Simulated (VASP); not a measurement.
Data:

```yaml
crystal:
  lattice:
    - [0.00000, 2.80387, 2.80387]
    - [2.80387, 0.00000, 2.80387]
    - [2.80387, 2.80387, 0.00000]
  atoms:
    - { symbol: Ag, position: [0.00000, 0.00000, 0.00000] }
    - { symbol: Cl, position: [0.50000, 0.50000, 0.50000] }
```

All values below come from r2SCAN+rVV10, VASP's PBE PAW potentials (set 64) (plane waves; VASP). Settings: 520 eV cut-off, 8×8×8 Γ-centred mesh, Gaussian smearing of 0.050 eV, potentials Ag Cl.

Q: Give the stress tensor in GPa (positive for a compressed cell).

A: 
```
-2.79   0.00   0.00
 0.00  -2.79   0.00
 0.00   0.00  -2.79
```
The pressure is its mean diagonal, -2.79 GPa.

The compound is AgCl in the rock salt structure. This cell is one point of a volume scan, at 1.06 of the reference volume.
